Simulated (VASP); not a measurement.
An input for Ansatz (written as the equivalent of a VASP run, and not itself run):

Ansatz 0.2 input:
```yaml
crystal:
  lattice:
    - [-2.7677174, 2.8593512, 4.9027092]
    - [2.7677174, -2.8593512, 4.9027092]
    - [2.7677174, 2.8593512, -4.9027092]
  atoms:
    - { symbol: Si, position: [0.0000000, 0.7500000, 0.7500000] }
    - { symbol: Si, position: [0.0000000, 0.2500000, 0.2500000] }
    - { symbol: S, position: [0.6807038, 0.8843995, 0.7963043] }
    - { symbol: S, position: [0.0880952, 0.3843995, 0.7036957] }
    - { symbol: S, position: [0.9119048, 0.6156005, 0.2963043] }
    - { symbol: S, position: [0.3192962, 0.1156005, 0.2036957] }
kpoints:
  mp_grid: { grid: [5, 5, 5] }
hamiltonian:
  xc: r2scan
  pseudopotentials: { kind: paw }
scf:
  occupations: { method: gaussian, width: 0.05 }
  max_iter: 100
relax:
  max_steps: 60
  f_tol: 0.02
  cell: {}
output: { forces: true, stress: true, eigenvalues: true }
```

Q: Write the VASP files for the same calculation (r2SCAN).

A: This is not unique; one that fits is 
**INCAR**
```
SYSTEM = SiS2
PREC = Accurate; ENCUT = 400; LREAL = .False.
LASPH = .True.
EDIFF = 1E-6; NELM = 100; ALGO = Normal
LMIXTAU = .True.
ISMEAR = 0; SIGMA = 0.05
METAGGA = R2SCAN
IBRION = 2; NSW = 60; ISIF = 3
EDIFFG = -0.02
LWAVE = .False.; LCHARG = .False.
```

### POSCAR
```
SiS2
1
   -2.7677174299     2.8593512419     4.9027091568
    2.7677174299    -2.8593512419     4.9027091568
    2.7677174299     2.8593512419    -4.9027091568
Si S
2 4
Direct
  0.0000000000   0.7500000000   0.7500000000
  0.0000000000   0.2500000000   0.2500000000
  0.6807038194   0.8843995063   0.7963043131
  0.0880951931   0.3843995063   0.7036956869
  0.9119048069   0.6156004937   0.2963043131
  0.3192961806   0.1156004937   0.2036956869
```

File KPOINTS:
```
Automatic mesh
0
Gamma
5 5 5
0 0 0
```

POTCAR, in this order: Si S (PBE.64 set). Program: vasp_std.

The two are equivalent in intent, not identical: each code has its own PAW files, so the cut-off isn't converted (ENCUT is set for VASP's; basis.ecutwfc is left out, and Ansatz then takes the one that its files recommend); Ansatz stops its SCF on the density residual and VASP on the energy change (EDIFF).

The compound is SiS2 in the sg72 structure. This run relaxes it. Symmetry was kept, so distortions that lower it aren't found. The start is the result of an earlier pass.
